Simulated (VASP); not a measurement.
A convergence study with VASP on WSe2 (atoms displaced from the space group 194 structure): a few settings are varied, all else stays as given below, so the limit is that of these other settings. The cell's lengths are 1 % over those of the tabulated start and one atom is moved, so it is off equilibrium.

```
CELL_PARAMETERS angstrom
      1.65640    -2.86897     0.00000
      1.65640     2.86897     0.00000
      0.00000     0.00000    13.08960
ATOMIC_POSITIONS crystal
  W  0.33333 0.66667 0.25000
  W  0.66667 0.33333 0.75000
  Se 0.33333 0.66667 0.87900
  Se 0.66667 0.33333 0.37900
  Se 0.66667 0.33333 0.12100
  Se 0.35163 0.68496 0.62100
```

The numbers are results of PBEsol GGA, VASP's PBE PAW potentials (set 64) (plane waves; VASP), not measurements. The last row used: 900 eV cut-off, 7×7×2 Γ-centred mesh, Gaussian smearing of 0.050 eV, potentials W_sv Se_GW.

Energies of different potentials or hybrids have different zeros.

| setting | E (eV/atom) | pressure (GPa) | largest force (eV/Å) | plane waves |
|---|---|---|---|---|
| ENCUT = 300, POTCAR W_sv Se | -7.7471 | -4.13 | 0.660 | 1489 |
| ENCUT = 400, POTCAR W_sv Se | -7.7476 | -3.94 | 0.662 | 2310 |
| ENCUT = 520, POTCAR W_sv Se | -7.7479 | -3.90 | 0.662 | 3385 |
| ENCUT = 700, POTCAR W_sv Se | -7.7481 | -3.89 | 0.662 | 5271 |
| ENCUT = 900, POTCAR W_sv Se | -7.7481 | -3.89 | 0.663 | 7649 |
| ENCUT = 300, POTCAR W Se | -7.7637 | -4.78 | 0.720 | 1489 |
| ENCUT = 400, POTCAR W Se | -7.7662 | -4.61 | 0.718 | 2310 |
| ENCUT = 520, POTCAR W Se | -7.7667 | -4.58 | 0.719 | 3385 |
| ENCUT = 700, POTCAR W Se | -7.7670 | -4.56 | 0.719 | 5271 |
| ENCUT = 900, POTCAR W Se | -7.7669 | -4.56 | 0.719 | 7649 |
| ENCUT = 300, POTCAR W_sv Se_GW | -7.7502 | -4.18 | 0.663 | 1489 |
| ENCUT = 400, POTCAR W_sv Se_GW | -7.7506 | -3.98 | 0.665 | 2310 |
| ENCUT = 520, POTCAR W_sv Se_GW | -7.7508 | -3.95 | 0.665 | 3385 |
| ENCUT = 700, POTCAR W_sv Se_GW | -7.7510 | -3.95 | 0.665 | 5271 |
| ENCUT = 900, POTCAR W_sv Se_GW | -7.7510 | -3.93 | 0.665 | 7649 |

Left out are rungs that failed or repeat a setting and relaxations that didn't move; long series are thinned to 24 rows.

The compound is WSe2 in the 2H layered structure. The cell was not relaxed at this level, it is distorted from the ideal structure.
